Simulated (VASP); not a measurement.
**Al20HF: single point with PBE+D3(BJ)**

Slab: Al20HF, a slab with vacuum.

```xyz
22
Lattice="8.1000 0.0000 0.0000 0.0000 5.7276 0.0000 0.0000 0.0000 16.7276" Properties=species:S:1:pos:R:3 pbc="T T T"
Al    0.0000    0.0000    1.0000
Al    4.0500    0.0000    1.0000
Al    0.0000    2.8638    1.0000
Al    4.0500    2.8638    1.0000
Al    2.0250    1.4319    2.4319
Al    6.0750    1.4319    2.4319
Al    2.0250    4.2957    2.4319
Al    6.0750    4.2957    2.4319
Al   -0.0021    0.0000    3.7494
Al    4.0468    0.0000    3.7531
Al   -0.0065    2.8639    3.7471
Al    4.0402    2.8638    3.7422
Al    2.0071    1.4317    5.1818
Al    6.0617    1.4313    5.1709
Al    2.0071    4.2961    5.1816
Al    6.0616    4.2964    5.1710
Al   -0.0369    0.0002    6.4691
Al    4.0103    0.0001    6.4511
Al   -0.0131    2.8640    6.4366
Al    4.0404    2.8639    6.4418
F     6.7092    5.7315    8.6297
H     5.8553    5.7347    8.1902
```

The cell was built by a generator and needn't be a form met in nature.

```json
{"Program": "VASP 6.6.1", "Task": "single point", "Functional": "PBE", "Dispersion": "D3(BJ)", "Potentials or basis": "VASP PAW PBE potentials, release 64 (Al, F, H)", "Cutoff": "520 eV", "k mesh": "3 × 4 × 1", "Occupations": "gaussian, width 0.15 eV", "Spin": "no spin polarisation", "Dipole correction": "no", "Further INCAR settings": "LREAL = Auto; ALGO = Fast; EDIFF = 1e-07; NBANDS = 51"}
```

| Item | Value |
| --- | --- |
| Largest force | 0.339 eV/Å |
| Band gap on the k mesh | none (metal or under the smearing width) |
| Dispersion energy per atom | -0.216 eV |

Forces in eV/Å, atoms in the order of the input:
```
Al  -0.005  0.000  0.297
Al  -0.003  0.000  0.270
Al   0.004  0.000  0.339
Al  -0.006  0.000  0.210
Al   0.039  0.004 -0.268
Al  -0.036 -0.006 -0.281
Al   0.039 -0.004 -0.269
Al  -0.036  0.007 -0.281
Al  -0.002  0.000 -0.003
Al   0.001  0.000 -0.003
Al   0.001  0.000 -0.004
Al   0.001  0.000 -0.004
Al   0.002  0.000  0.001
Al   0.002  0.000  0.001
Al   0.001 -0.001  0.002
Al   0.002  0.000  0.001
Al  -0.004  0.000  0.004
Al   0.000 -0.001  0.000
Al  -0.001  0.000 -0.005
Al   0.002  0.000 -0.001
F    0.223  0.001  0.105
H   -0.225  0.000 -0.109
```

Levels at points of the mesh, in eV from the Fermi level:
```tsv
k point	band 30	band 31	band 32	band 33	band 34	band 35	band 36	band 37	band 38	band 39
(0.00, 0.00, 0.00)	-1.26	-1.11	-0.83	-0.58	-0.53	0.25	0.49	0.71	0.76	0.78
(0.00, 0.50, 0.00)	-0.81	0.04	0.05	0.19	0.21	0.68	0.73	0.85	0.88	1.00
```

Wall time 5.8 min on 1 thread of AMD EPYC 9R45 96-Core Processor (Zen 5), on a shared host, peak memory 0.77 GiB.
